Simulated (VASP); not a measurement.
Crystal: LaMnIn.

```
La In Mn
1.0
     4.59334    0.00000    0.00000
    -2.29667    3.97795    0.00000
     0.00000    0.00000    4.09656
La In Mn
1 1 1
Cartesian
  0.0000 0.0000 0.0000
  0.0000 2.6520 2.0483
  2.2967 1.3260 2.0483
```

The cell comes from a database or a generator and needn't be the stable form of this composition.

| Item | Value |
| --- | --- |
| Program | VASP 6.6.1 |
| Task | single point |
| Functional | PBE |
| Potentials or basis | VASP PAW PBE potentials, release 64 (La, In_d, Mn_pv) |
| Cutoff | 520 eV |
| k mesh | 7 × 7 × 7 |
| Occupations | fermi-dirac, width 0.05 eV |
| Spin | collinear spin, ferromagnetic start |
| Starting moments | [0.0, 0.0, 4.0] μB |

On this cell: pressure 4.9 GPa; largest force under 0.003 eV/Å; net moment 3.17 μB per cell; site moments La -0.17; In -0.10; Mn +3.58 μB; band gap on the k mesh none (metal or under the smearing width).

The same run follows on a disturbed copy (atoms moved at random, drawn with an rms of 0.05 Å):

```
La In Mn
1.0
     4.59334    0.00000    0.00000
    -2.29667    3.97795    0.00000
     0.00000    0.00000    4.09656
La In Mn
1 1 1
Direct
  0.99758 0.99950 0.00260
  0.33228 0.66541 0.50790
  0.67371 0.33731 0.49795
```

Task: What does the disturbed cell give?

Result: The energy (extrapolated to zero smearing) moves by +1.7 meV/atom; pressure 5.0 GPa; largest force 0.237 eV/Å; net moment 3.17 μB per cell; site moments La -0.17; In -0.10; Mn +3.57 μB; band gap on the k mesh none (metal or under the smearing width).

Forces in eV/Å, atoms in the order of the input:
```
La   0.059  0.007  0.036
In   0.128  0.134 -0.074
Mn  -0.188 -0.140  0.038
```

Stress tensor (GPa, compression positive):
```
6.64 0.50 0.02
0.50 5.97 0.01
0.02 0.01 2.26
```
